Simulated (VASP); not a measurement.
Consider the following.

```yaml
crystal:
  lattice:
    - [0.00000, 1.99920, 1.99920]
    - [1.99920, 0.00000, 1.99920]
    - [1.99920, 1.99920, 0.00000]
  atoms:
    - { symbol: Pt, position: [0.00000, 0.00000, 0.00000] }
```

Computed with PBE GGA, VASP's PBE PAW potentials (set 64) (plane waves; VASP 6.6.1). Run with 350 eV cut-off, 14×14×14 Γ-centred mesh, first-order Methfessel-Paxton smearing of 0.10 eV, potentials Pt.

**Question.** Give the stress tensor in GPa (positive for a compressed cell).

**Answer.** 
```
-6.31   0.00   0.00
 0.00  -6.31   0.00
 0.00   0.00  -6.31
```
The pressure is its mean diagonal, -6.31 GPa.

The compound is Pt in the fcc structure. The cell was not relaxed at this level. The run is one of a series of settings (ENCUT = 350 against the base run), some of them coarse on purpose.
